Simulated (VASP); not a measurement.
Given:

```
CELL_PARAMETERS angstrom
     -4.95995     4.27778     2.56276
      4.95995    -4.27778     2.56276
      4.95995     4.27778    -2.56276
ATOMIC_POSITIONS crystal
  Si 0.85087 0.59349 0.44354
  Si 0.14995 0.40734 0.55646
  Si 0.85087 0.90734 0.75739
  Si 0.14995 0.09349 0.24261
  O  0.92136 0.76933 0.27311
  O  0.49623 0.64825 0.72689
  O  0.92136 0.14825 0.65202
  O  0.49623 0.26933 0.34798
  O  0.06245 0.06245 0.00000
  O  0.06245 0.56245 0.50000
  O  0.12185 0.27458 0.34727
  O  0.92731 0.77458 0.65273
```

These are PBEsol GGA, VASP's PBE PAW potentials (set 64) (plane waves; VASP) values and carry that method's errors. Numerical set-up: 520 eV cut-off, Gaussian smearing of 0.050 eV, potentials Si O.

### Question
Give the energies of bands 21 to 34 at the high-symmetry points, in eV from the valence-band maximum.

### Answer

| band | Γ | X | U2 | Λ0 | R | W | S | T |
|---|---|---|---|---|---|---|---|---|
| 21 | -1.96 | -2.15 | -2.17 | -2.36 | -2.05 | -2.05 | -2.24 | -2.20 |
| 22 | -1.85 | -2.02 | -2.00 | -1.97 | -2.05 | -2.05 | -1.89 | -1.96 |
| 23 | -1.84 | -1.93 | -1.92 | -1.68 | -1.78 | -1.85 | -1.84 | -1.81 |
| 24 | -1.76 | -1.69 | -1.69 | -1.65 | -1.78 | -1.85 | -1.64 | -1.79 |
| 25 | -1.28 | -1.55 | -1.56 | -1.64 | -1.44 | -1.40 | -1.52 | -1.56 |
| 26 | -1.27 | -1.51 | -1.50 | -1.47 | -1.44 | -1.40 | -1.49 | -1.40 |
| 27 | -1.06 | -1.25 | -1.25 | -1.25 | -1.18 | -1.18 | -1.16 | -1.16 |
| 28 | -1.05 | -1.09 | -1.09 | -1.06 | -1.18 | -1.18 | -1.03 | -1.12 |
| 29 | -0.95 | -0.45 | -0.45 | -0.97 | -0.86 | -0.79 | -0.83 | -0.48 |
| 30 | -0.45 | -0.41 | -0.41 | -0.65 | -0.86 | -0.79 | -0.75 | -0.41 |
| 31 | -0.36 | -0.02 | -0.05 | -0.25 | -0.17 | -0.19 | -0.49 | -0.30 |
| 32 | -0.25 | -0.02 | -0.01 | -0.01 | -0.17 | -0.19 | 0.00 | -0.09 |
| 33 | 5.71 | 7.58 | 7.48 | 8.30 | 7.98 | 8.20 | 7.80 | 6.67 |
| 34 | 8.98 | 7.58 | 7.62 | 8.32 | 7.98 | 8.20 | 8.35 | 7.31 |

The gap is indirect, 5.71 eV, from the valence maximum at S to the conduction minimum at Γ.

The structure comes from a computed database's SiO2 entry (Ima2); how it stands against other phases isn't given here. It was relaxed first.
